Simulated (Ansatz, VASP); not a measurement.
# Cross-check of Ag3TeF (antiperovskite type (invented)) between VASP and Ansatz, part 2 of 2

Aim: how closely do two programs agree when they are given the same cell, functional and k mesh? The cell is generated by rule, not measured, and may not be a known phase. The cell is taken from a series of runs on this material, whose earlier steps may have relaxed, scaled, displaced or heated it; both programs get it as it stands.

VASP 6.6.1 and Ansatz 0.2.0.

So far: The structure; Ansatz: relaxation of cell and atoms, PBEsol, spin-orbit coupling; VASP: relaxation of cell and atoms, PBEsol, spin-orbit coupling.

**3. VASP: relaxation of cell and atoms, PBEsol, spin-orbit coupling (continued)**

Level of this step: PBEsol, spin-orbit coupling; plane waves and PAW (F, Te, Ag); invented cell (VASP).

Numbers of over 12 decimals in the logs are rounded to 6 here.

From OUTCAR (step 3):

```text
ion  position               nearest neighbor table
   1  0.000  0.000  0.000-
   2  0.500  0.500  0.500-   3 2.58   4 2.58   5 2.58   3 2.58   4 2.58   5 2.58
   3  0.500  0.500  0.000-   2 2.58   2 2.58
   4  0.500  0.000  0.500-   2 2.58   2 2.58
   5  0.000  0.500  0.500-   2 2.58   2 2.58

  LATTYP: Found a simple cubic cell.
 ALAT       =     5.1524550000

 Subroutine GETGRP returns: Found 48 space group operations
 (whereof 48 operations were pure point group operations)

The static configuration has the point symmetry O_h .

 Found     20 irreducible k-points:

   k-points           NKPTS =     20   k-points in BZ     NKDIM =     20   number of bands    NBANDS=     58

   dimension x,y,z NGX =    42 NGY =   42 NGZ =   42
   dimension x,y,z NGXF=    84 NGYF=   84 NGZF=   84

   ENCUT  =  600.0 eV  44.10 Ry    6.64 a.u.  10.29 10.29 10.29*2*pi/ulx,y,z

   NELECT =      46.0000    total number of electrons

 k-points in reciprocal lattice and weights: Automatic mesh
   0.00000000  0.00000000  0.00000000       0.005
   0.16666667  0.00000000  0.00000000       0.028
   0.33333333  0.00000000  0.00000000       0.028
   0.50000000  0.00000000  0.00000000       0.014
   0.16666667  0.16666667  0.00000000       0.056
   0.33333333  0.16666667  0.00000000       0.111
   0.50000000  0.16666667  0.00000000       0.056
   0.33333333  0.33333333  0.00000000       0.056
   0.50000000  0.33333333  0.00000000       0.056
[...]
0.50000000  0.50000000  0.33333333       0.028
   0.50000000  0.50000000  0.50000000       0.005

 average (electrostatic) potential at core
       1 -73.2684       2 -92.2502       3 -76.0860       4 -76.0860       5 -76.0860

 E-fermi :   2.7504

 k-point     1 :       0.0000    0.0000    0.0000
  band No.  band energies     occupation
    ...
     42       1.7293      1.00000
     43       1.8058      1.00000
     44       1.8058      1.00000
     45       1.8058      1.00000
     46       1.8058      1.00000
     47       3.4969      0.00000
     48       3.4969      0.00000
     49       4.1526      0.00000
     50       4.1526      0.00000
     51       4.1526      0.00000
    ...

 k-point     2 :       0.1667    0.0000    0.0000
  band No.  band energies     occupation
    ...
     42       1.7058      1.00000
     43       1.7786      1.00000
     44       1.7786      1.00000
     45       1.8106      1.00000
     46       1.8106      1.00000
     47       3.7630      0.00000
     48       3.7630      0.00000
     49       4.1949      0.00000
     50       4.1949      0.00000
     51       4.7374      0.00000
    ...

 k-point     3 :       0.3333    0.0000    0.0000
  band No.  band energies     occupation
    ...
     42       1.6244      1.00000
     43       1.7748      1.00000
     44       1.7748      1.00000
     45       1.8127      1.00000
     46       1.8127      1.00000
     47       3.8869      0.00000
     48       3.8869      0.00000
     49       4.2903      0.00000
     50       4.2903      0.00000
     51       6.4900      0.00000
    ...

  Total        0.0038890      0.0038890      0.0038890      0.0000000     -0.0000000      0.0000000
  in kB        0.0456414      0.0456414      0.0456414      0.0000000     -0.0000000      0.0000000
  external PRESSURE =       0.0456414 kB  Pullay stress =       0.0000000 kB

  energy-cutoff  :      600.00
  volume of cell :      136.52
      direct lattice vectors                 reciprocal lattice vectors
     5.149097611  0.000000000 -0.000000000     0.194208787 -0.000000000 -0.000000000
     0.000000000  5.149097611  0.000000000    -0.000000000  0.194208787 -0.000000000
     0.000000000  0.000000000  5.149097611     0.000000000 -0.000000000  0.194208787

 POSITION                                       TOTAL-FORCE (eV/Angst)
 -----------------------------------------------------------------------------------
      0.00000      0.00000      0.00000         0.000000      0.000000      0.000000
      2.57455      2.57455      2.57455        -0.000000     -0.000000      0.000000
      2.57455      2.57455     -0.00000         0.000000      0.000000      0.000000
      2.57455      0.00000      2.57455        -0.000000     -0.000000      0.000000
      0.00000      2.57455      2.57455        -0.000000     -0.000000      0.000000
 -----------------------------------------------------------------------------------
    total drift:                               -0.000540     -0.000540     -0.000540

  FREE ENERGIE OF THE ION-ELECTRON SYSTEM (eV)
  ---------------------------------------------------
  free  energy   TOTEN  =       -15.1071798737 eV

  energy  without entropy=      -15.1071798737  energy(sigma->0) =      -15.10717987

 reached required accuracy - stopping structural energy minimisation

 Spin-Orbit-Coupling matrix elements
 Ion:    1  E_soc:     -0.0006221
 Ion:    2  E_soc:     -0.1754195
 Ion:    3  E_soc:     -0.0429476
 Ion:    4  E_soc:     -0.0429476
 Ion:    5  E_soc:     -0.0429474

 total charge
# of ion       s       p       d       tot
------------------------------------------
    1        1.730   4.234   0.000   5.964
    2        1.309   2.134   0.085   3.527
    3        0.344   0.196   9.279   9.819
    4        0.344   0.196   9.279   9.819
    5        0.344   0.196   9.279   9.819
--------------------------------------------------
tot          4.072   6.955  27.921  38.948

 magnetization (x)
# of ion       s       p       d       tot
------------------------------------------
    1        0.000   0.000   0.000   0.000
    2       -0.000   0.000   0.000   0.000
    3        0.000  -0.000  -0.000  -0.000
    4       -0.000   0.000   0.000   0.000
    5       -0.000   0.000   0.000  -0.000
--------------------------------------------------
tot          0.000  -0.000  -0.000  -0.000

 magnetization (y)
# of ion       s       p       d       tot
------------------------------------------
    1       -0.000   0.000   0.000  -0.000
    2       -0.000  -0.000  -0.000  -0.000
    3       -0.000   0.000   0.000  -0.000
    4        0.000  -0.000   0.000   0.000
    5       -0.000  -0.000   0.000  -0.000
--------------------------------------------------
tot         -0.000  -0.000   0.000  -0.000

 magnetization (z)
# of ion       s       p       d       tot
------------------------------------------
    1       -0.000   0.000   0.000  -0.000
    2        0.000   0.000   0.000   0.000
    3       -0.000   0.000   0.000   0.000
    4        0.000   0.000  -0.000   0.000
    5       -0.000  -0.000  -0.000  -0.000
--------------------------------------------------
tot         -0.000   0.000  -0.000   0.000

[... 3 further parts left out ...]
```

**4. Differences**

Known differences besides the potentials themselves: spin-orbit coupling enters by fully relativistic files in Ansatz and inside the spheres in VASP; the data sets hold 80 valence electrons in Ansatz (on its fully relativistic PAW (standard-fr) files) and 46 in VASP; the cutoff is 420 eV in Ansatz and 600 eV in VASP; Ansatz makes its cores anew for this functional, VASP keeps those of its PBE data sets. Total energies have different zeros and are not compared.

The two programs side by side:

```
                                         quantity  Ansatz    VASP  difference
                                      volume (Å³)  136.79  136.52     +0.20 %
edge a after relaxation, in the typed setting (Å)   5.152   5.149     +0.07 %
```

**5. What came out**

| Property | Result |
| --- | --- |
| difference in volume (relaxation of cell and atoms, PBEsol, spin-orbit coupling) | 0.20 % |

What this shows: The difference in volume is 0.20 % (relaxation of cell and atoms, PBEsol, spin-orbit coupling), within the 1.2 % picked in this series as the mark of a large difference, as far as the stopping tolerances let one tell. The data sets hold unlike numbers of valence electrons (80 in Ansatz and 46 in VASP), so part of the differences comes from the potentials. Such differences can come from data sets, numerical settings and the points named under the comparisons, not from the functional's error against experiment.

[Lines on the potential files, build, host, timing and source positions are cut from VASP's logs without a mark.]

[Logs are printed without paths, hosts, clocks, repeated set-up lines and the standing remarks that a program may print on its own settings, such as how far it seeks lower states.]

[Hosts, paths, dates, database ids (printed as entryN), source tags and the programs' standing remarks are cut or masked in the printed files.]
